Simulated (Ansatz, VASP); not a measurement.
## Te (Tellurium): VASP beside Ansatz

One calculation is typed for both programs; each brings its own data sets. How far apart do they land? The cell is taken from a series of runs on this material, whose earlier steps may have relaxed, scaled, displaced or heated it; both programs get it as it stands.

Method: plane waves, with VASP 6.6.1 beside it; zone-centre phonons at LDA, in Ansatz 0.2.0.

### 1. Set-up

It takes space group P3_121 (No. 152, trigonal). Conventional cell: a = 4.150 Å, b = 4.150 Å, c = 5.921 Å, α = 90.00°, β = 90.00°, γ = 120.00°. Te has 6 Te at 2.90 to 3.22 Å nearest.

### 2. VASP: zone-centre phonons, LDA

Second derivatives magnify differences that forces hide, and they need a tight electronic threshold.

Lines of VASP's logs that name or quote its potential files are left out, and so is its time.

INCAR

```
SYSTEM = Te
PREC = Accurate
ENCUT = 500
EDIFF = 1E-08
NELM = 120
ISMEAR = 1
SIGMA = 0.2
LREAL = .FALSE.
ALGO = Normal
GGA = PW92
NBANDS = 15
LORBIT = 11
LWAVE = .FALSE.
LCHARG = .FALSE.
ISIF = 2
IBRION = 8
LASPH = .TRUE.
GGA_COMPAT = .FALSE.
KPAR = 2
```

POSCAR

```
Te
1.0
    4.1498402565      0.0000000000      0.0000000000
   -2.0749201282      3.5938670838      0.0000000000
    0.0000000000      0.0000000000      5.9213979451
Te
3
Direct
    0.2963720719      0.0000000000      0.3333333333
    0.0000000000      0.2963720719      0.6666666667
    0.7036279281      0.7036279281      0.0000000000
```

KPOINTS

```
Automatic mesh
0
Gamma
12 12 8
0 0 0
```

Potentials, in the order of the species: Te (LDA family, release 64).

Launch:

```
> mpirun -np 2 vasp_std
```

Numbers of over 12 decimals in the logs are rounded to 6 here.

The log of the run:

```text
[banner, memory and clock lines left out]
running    2 mpi-ranks, on    1 nodes
 distrk:  each k-point on    1 cores,    2 groups
 distr:  one band on    1 cores,    1 groups

 POSCAR found type information on POSCAR Te
 POSCAR found :  1 types and       3 ions
|                                                                             |
|               ----> ADVICE to this user running VASP <----                  |
|                                                                             |
|     You enforced a specific xc type in the INCAR file but a different       |
|     [... a line on the potential file left out ...]
|     I HOPE YOU KNOW WHAT YOU ARE DOING!                                     |
|                                                                             |

 LDA part: xc-table for (Slater(with rela. corr.)+PW92), standard interpolation
 POSCAR, INCAR and KPOINTS ok, starting setup
 FFT: planning ... GRIDC
 FFT: planning ... GRID_SOFT
 FFT: planning ... GRID
 WAVECAR not read
 entering main loop
       N       E                     dE             d eps       ncg     rms          rms(c)
DAV:   1     0.726665574278E+02    0.72667E+02   -0.64990E+03  3930   0.943E+02
DAV:   2    -0.652239242517E+01   -0.79189E+02   -0.75490E+02  5306   0.143E+02
DAV:   3    -0.113005826255E+02   -0.47782E+01   -0.47344E+01  4651   0.396E+01
DAV:   4    -0.113791876728E+02   -0.78605E-01   -0.78575E-01  5451   0.607E+00
DAV:   5    -0.113807230822E+02   -0.15354E-02   -0.15354E-02  5101   0.781E-01    0.149E+01
DAV:   6    -0.113620960410E+02    0.18627E-01   -0.90183E-03  5085   0.563E-01    0.921E+00
DAV:   7    -0.113544804349E+02    0.76156E-02   -0.17343E-02  4602   0.749E-01    0.210E-01
DAV:   8    -0.113542208634E+02    0.25957E-03   -0.24990E-03  4609   0.296E-01    0.107E-01
DAV:   9    -0.113542259659E+02   -0.51025E-05   -0.75214E-05  5720   0.578E-02    0.752E-02
DAV:  10    -0.113542242394E+02    0.17265E-05   -0.51752E-06  4805   0.140E-02    0.833E-03
DAV:  11    -0.113542234036E+02    0.83577E-06   -0.24635E-06  4861   0.943E-03    0.402E-03
DAV:  12    -0.113542234246E+02   -0.20915E-07   -0.31825E-07  5148   0.329E-03    0.253E-03
DAV:  13    -0.113542234304E+02   -0.58044E-08   -0.13388E-08  3603   0.725E-04
   1 F= -.11354223E+02 E0= -.11355868E+02  d E =0.493359E-02
 Linear response reoptimize wavefunctions to high precision
DAV:   1    -0.113542234321E+02   -0.16968E-08   -0.46699E-09  4854   0.388E-04
DAV:   2    -0.113542234321E+02   -0.27399E-10   -0.11697E-10  2805   0.786E-05
 Linear response DOF=           3
 Linear response progress:
  Degree of freedom:   1/  3
       N       E                     dE             d eps       ncg     rms          rms(c)
RMM:   1    -0.463887646444E-01   -0.46389E-01    0.32145E-02 22131   0.107E+00
RMM:   2    -0.447980863870E-01    0.15907E-02   -0.24253E-03 14996   0.285E-01    0.102E-01
RMM:   3    -0.447421393171E-01    0.55947E-04   -0.85206E-05 15803   0.590E-02    0.700E-02
RMM:   4    -0.447012228183E-01    0.40916E-04   -0.22089E-05 16124   0.242E-02    0.120E-02
RMM:   5    -0.447076560121E-01   -0.64332E-05   -0.55292E-07 16272   0.520E-03    0.541E-03
RMM:   6    -0.447140394550E-01   -0.63834E-05   -0.25931E-07 16028   0.231E-03    0.102E-03
RMM:   7    -0.447133549348E-01    0.68452E-06    0.55319E-08 16596   0.610E-04    0.389E-04
RMM:   8    -0.447124511411E-01    0.90379E-06    0.12131E-07 16206   0.229E-04    0.114E-04
RMM:   9    -0.447125638316E-01   -0.11269E-06   -0.15173E-07 16961   0.573E-05    0.548E-05
RMM:  10    -0.447125807608E-01   -0.16929E-07   -0.47023E-09 16918   0.206E-05    0.226E-05
RMM:  11    -0.447125680571E-01    0.12704E-07    0.82636E-09 16868   0.112E-05    0.901E-06
RMM:  12    -0.447125737469E-01   -0.56898E-08   -0.77899E-09 15403   0.646E-06    0.297E-06
 first order change of Fermi-energy   0.37786E+00
 force on displaced ion       1 direction 1 :  -2.446   0.000   0.000
 Linear response progress:
  Degree of freedom:   2/  3
       N       E                     dE             d eps       ncg     rms          rms(c)
RMM:   1    -0.474003620493E-01   -0.47400E-01    0.25948E-02 40479   0.107E+00
RMM:   2    -0.457921362576E-01    0.16082E-02   -0.24866E-03 27301   0.283E-01    0.812E-02
RMM:   3    -0.456748769059E-01    0.11726E-03   -0.10623E-04 28611   0.617E-02    0.550E-02
RMM:   4    -0.456089376689E-01    0.65939E-04   -0.34641E-05 29108   0.280E-02    0.142E-02
RMM:   5    -0.456165715036E-01   -0.76338E-05   -0.12961E-06 29458   0.608E-03    0.769E-03
RMM:   6    -0.456255540034E-01   -0.89825E-05   -0.35029E-07 29019   0.222E-03    0.946E-04
RMM:   7    -0.456251165594E-01    0.43744E-06    0.10337E-07 30261   0.511E-04    0.495E-04
RMM:   8    -0.456244874790E-01    0.62908E-06    0.11166E-07 30147   0.199E-04    0.850E-05
RMM:   9    -0.456245706858E-01   -0.83207E-07   -0.16121E-07 30869   0.486E-05    0.191E-05
RMM:  10    -0.456245543895E-01    0.16296E-07   -0.28196E-08 30619   0.199E-05    0.416E-06
RMM:  11    -0.456245655028E-01   -0.11113E-07   -0.40651E-08 30844   0.102E-05    0.462E-06
RMM:  12    -0.456245670408E-01   -0.15380E-08   -0.83461E-11 26261   0.664E-06    0.680E-07
 first order change of Fermi-energy   0.63047E-04
 force on displaced ion       1 direction 2 :   0.000  -2.360  -0.197
 Linear response progress:
  Degree of freedom:   3/  3
       N       E                     dE             d eps       ncg     rms          rms(c)
RMM:   1    -0.600163552438E-01   -0.60016E-01    0.44028E-02 42926   0.111E+00
RMM:   2    -0.568841348549E-01    0.31322E-02   -0.31963E-03 27489   0.315E-01    0.299E-01
RMM:   3    -0.565566613330E-01    0.32747E-03   -0.70616E-04 28446   0.108E-01    0.203E-01
RMM:   4    -0.565224151307E-01    0.34246E-04   -0.19367E-05 28808   0.265E-02    0.100E-01
RMM:   5    -0.565222221175E-01    0.19301E-06   -0.46412E-06 29621   0.128E-02    0.413E-03
RMM:   6    -0.565258308197E-01   -0.36087E-05   -0.21158E-07 29667   0.278E-03    0.262E-03
RMM:   7    -0.565286956420E-01   -0.28648E-05   -0.20755E-07 29918   0.110E-03    0.453E-04
RMM:   8    -0.565284244179E-01    0.27122E-06    0.18150E-07 30395   0.308E-04    0.216E-04
RMM:   9    -0.565285344033E-01   -0.10999E-06   -0.13408E-07 30643   0.874E-05    0.479E-05
RMM:  10    -0.565286188191E-01   -0.84416E-07   -0.14417E-07 30924   0.291E-05    0.122E-05
RMM:  11    -0.565286312653E-01   -0.12446E-07    0.23735E-10 31104   0.117E-05    0.205E-06
RMM:  12    -0.565286284093E-01    0.28560E-08   -0.12109E-08 30048   0.669E-06    0.665E-07
 first order change of Fermi-energy   0.36001E-04
 force on displaced ion       1 direction 3 :  -0.002  -0.199  -5.218
 Linear response finished
```

From OUTCAR (step 2):

```text
ion  position               nearest neighbor table
   1  0.296  0.000  0.333-   3 2.90   2 2.90   3 3.22   3 3.22   2 3.22   2 3.22
   2  0.000  0.296  0.667-   3 2.90   1 2.90   3 3.22   3 3.22   1 3.22   1 3.22
   3  0.704  0.704  0.000-   2 2.90   1 2.90   2 3.22   1 3.22   1 3.22   2 3.22

  LATTYP: Found a hexagonal cell.
 ALAT       =     4.1498402565
 C/A-ratio  =     1.4268978031

 Subroutine GETGRP returns: Found  6 space group operations
 (whereof  2 operations were pure point group operations)

The static configuration has the point symmetry C_2 .
 The point group associated with its full space group is D_3 .

 Found    131 irreducible k-points:

   k-points           NKPTS =    131   k-points in BZ     NKDIM =    131   number of bands    NBANDS=     15

   dimension x,y,z NGX =    30 NGY =   30 NGZ =   48
   dimension x,y,z NGXF=    60 NGYF=   60 NGZF=   96

   ENCUT  =  500.0 eV  36.75 Ry    6.06 a.u.   7.57  7.57 10.80*2*pi/ulx,y,z

   NELECT =      18.0000    total number of electrons

 k-points in reciprocal lattice and weights: Automatic mesh
   0.00000000  0.00000000  0.00000000       0.001
   0.08333333  0.00000000  0.00000000       0.005
   0.16666667  0.00000000  0.00000000       0.005
   0.25000000  0.00000000  0.00000000       0.005
   0.33333333  0.00000000  0.00000000       0.005
   0.41666667  0.00000000  0.00000000       0.005
   0.50000000  0.00000000  0.00000000       0.003
   0.08333333  0.08333333  0.00000000       0.005
   0.16666667  0.08333333  0.00000000       0.010
[...]
0.33333333  0.25000000  0.50000000       0.010
   0.33333333  0.33333333  0.50000000       0.002

 average (electrostatic) potential at core
       1 -88.1866       2 -88.1866       3 -88.1866

  Total        1.6204221      1.6204221      1.6739341      0.0000000      0.0000000      0.0000000
  in kB       29.3982237     29.3982237     30.3690557      0.0000000      0.0000000      0.0000000
  external PRESSURE =      29.7218344 kB  Pullay stress =       0.0000000 kB

  energy-cutoff  :      500.00
  volume of cell :       88.31
      direct lattice vectors                 reciprocal lattice vectors
     4.149840257  0.000000000  0.000000000     0.240973131  0.139125902  0.000000000
    -2.074920128  3.593867084  0.000000000     0.000000000  0.278251804  0.000000000
     0.000000000  0.000000000  5.921397945     0.000000000  0.000000000  0.168879040

 POSITION                                       TOTAL-FORCE (eV/Angst)
 -----------------------------------------------------------------------------------
      1.22990      0.00000      1.97380         0.019035     -0.000000     -0.000000
     -0.61495      1.06512      3.94760        -0.009518      0.016485      0.000000
      1.45997      2.52875      0.00000        -0.009518     -0.016485      0.000000
 -----------------------------------------------------------------------------------
    total drift:                                0.000000      0.000000     -0.000000

 Eigenvectors and eigenvalues of the dynamical matrix
 ----------------------------------------------------

   1 f  =    3.881108 THz    24.385720 2PiTHz  129.459821 cm-1    16.050965 meV
             X         Y         Z           dx          dy          dz
      1.229897  0.000000  1.973799    -0.023655    0.045350    0.720699
     -0.614948  1.065122  3.947599     0.051097   -0.002077   -0.686733
      1.459972  2.528745  0.000000    -0.027352   -0.043101   -0.033965

   2 f  =    3.881108 THz    24.385720 2PiTHz  129.459821 cm-1    16.050965 meV
             X         Y         Z           dx          dy          dz
      1.229897  0.000000  1.973799     0.045235    0.023715    0.376876
     -0.614948  1.065122  3.947599    -0.002192   -0.051037    0.435706
      1.459972  2.528745  0.000000    -0.043215    0.027412   -0.812581

   3 f  =    2.835311 THz    17.814785 2PiTHz   94.575799 cm-1    11.725899 meV
             X         Y         Z           dx          dy          dz
      1.229897  0.000000  1.973799     0.577350    0.000000   -0.000000
     -0.614948  1.065122  3.947599    -0.288675    0.500000    0.000000
      1.459972  2.528745  0.000000    -0.288675   -0.500000    0.000000

   4 f  =    2.745892 THz    17.252950 2PiTHz   91.593109 cm-1    11.356093 meV
             X         Y         Z           dx          dy          dz
      1.229897  0.000000  1.973799    -0.000000   -0.577350    0.000079
     -0.614948  1.065122  3.947599     0.500000    0.288675    0.000079
      1.459972  2.528745  0.000000    -0.500000    0.288675    0.000079

   5 f  =    2.438693 THz    15.322763 2PiTHz   81.346059 cm-1    10.085621 meV
             X         Y         Z           dx          dy          dz
      1.229897  0.000000  1.973799    -0.239470    0.522910   -0.065716
     -0.614948  1.065122  3.947599     0.572576   -0.053930    0.058928
      1.459972  2.528745  0.000000    -0.333005   -0.468762    0.006788

   6 f  =    2.438693 THz    15.322763 2PiTHz   81.346059 cm-1    10.085621 meV
             X         Y         Z           dx          dy          dz
      1.229897  0.000000  1.973799    -0.522765   -0.239537    0.030103
     -0.614948  1.065122  3.947599     0.054075    0.572509    0.041860
      1.459972  2.528745  0.000000     0.468908   -0.333072   -0.071963

   7 f/i=    0.000377 THz     0.002368 2PiTHz    0.012570 cm-1     0.001558 meV
             X         Y         Z           dx          dy          dz
      1.229897  0.000000  1.973799    -0.000000    0.000079    0.577350
     -0.614948  1.065122  3.947599    -0.000069   -0.000040    0.577350
      1.459972  2.528745  0.000000     0.000069   -0.000040    0.577350

   8 f/i=    0.000550 THz     0.003458 2PiTHz    0.018358 cm-1     0.002276 meV
             X         Y         Z           dx          dy          dz
      1.229897  0.000000  1.973799     0.209135    0.538073   -0.000075
     -0.614948  1.065122  3.947599     0.209020    0.538166    0.000063
      1.459972  2.528745  0.000000     0.209158    0.538220    0.000012

   9 f/i=    0.000550 THz     0.003458 2PiTHz    0.018358 cm-1     0.002276 meV
             X         Y         Z           dx          dy          dz
      1.229897  0.000000  1.973799     0.538233   -0.209074    0.000029
     -0.614948  1.065122  3.947599     0.538140   -0.209189    0.000051
      1.459972  2.528745  0.000000     0.538086   -0.209051   -0.000080

 ELASTIC MODULI CONTR FROM IONIC RELAXATION (kBar)
 Direction    XX          YY          ZZ          XY          YZ          ZX
 --------------------------------------------------------------------------------
 XX        -136.7915    -38.4895   -115.2145     -0.0000    -82.1733     -0.0000
 YY         -38.4895   -136.7915   -115.2145     -0.0000     82.1733      0.0000
 ZZ        -115.2145   -115.2145   -151.4641     -0.0000     -0.0000      0.0000
 XY          -0.0000     -0.0000     -0.0000    -49.3018      0.0000    -81.2879
 YZ         -82.1733     82.1733     -0.0000      0.0000   -142.5427     -0.0000
 ZX          -0.0000      0.0000      0.0000    -81.2879     -0.0000   -139.0529
 --------------------------------------------------------------------------------
```

(Continued in part 2 of 2.)

[Lines on the potential files, build, host, timing and source positions are cut from VASP's logs without a mark.]

[Logs are printed without paths, hosts, clocks, repeated set-up lines and the standing remarks that a program may print on its own settings, such as how far it seeks lower states.]

[Hosts, paths, dates, database ids (printed as entryN), source tags and the programs' standing remarks are cut or masked in the printed files.]
